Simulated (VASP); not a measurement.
Calculation: LDA (Ceperley-Alder, Perdew-Zunger), VASP's LDA PAW potentials (set 64) (plane waves; VASP 6.6.1).

Input for VASP

File POSCAR:
```
TiAl
1
    2.7701170850     0.0000000000     0.0000000000
    0.0000000000     2.7701170850    -0.0000000000
    0.0000000000    -0.0000000000     3.9857618735
Ti Al
1 1
Direct
  0.0000000000   0.0000000000   0.0000000000
  0.5000000000   0.5000000000   0.5000000000
```

KPOINTS:
```
Automatic mesh
0
G
  12 12 8
```

INCAR:
```
LCHARG = .FALSE.
LMAXMIX = 4
LWAVE = .FALSE.
ISIF = 3   # ions, shape and volume
ENCUT = 400   # plane-wave cut-off (eV)
IBRION = 2
SYSTEM = TiAl
NSW = 60
LREAL = .FALSE.   # projection in real space or not
ISMEAR = 1   # Methfessel-Paxton
EDIFFG = -0.01
PREC = Accurate
LASPH = .TRUE.   # aspherical one-centre terms
EDIFF = 1E-6   # SCF stop (eV)
SIGMA = 0.1   # width (eV)
NELM = 100
ALGO = Normal   # blocked Davidson
```

POTCAR, in this order: Ti_sv Al (LDA.64 set). Program: vasp_std.

### Question
What will the output report for the number of irreducible k-points (NKPTS), number of bands (NBANDS), largest plane-wave count, number of space-group operations, FFT grid (NGX, NGY, NGZ)?

### Answer

| Item | Value |
|---|---|
| number of irreducible k-points (NKPTS) | 140 |
| number of bands (NBANDS) | 11 |
| largest plane-wave count | 581 |
| number of space-group operations | 16 |
| FFT grid (NGX, NGY, NGZ) | 18 × 18 × 28 |

The compound is TiAl in the L1_0 structure. This run relaxes it. Symmetry was kept, so distortions that lower it aren't found. The start is the result of an earlier pass. The electron count is odd and the run is not spin-polarised, which forces a metal.
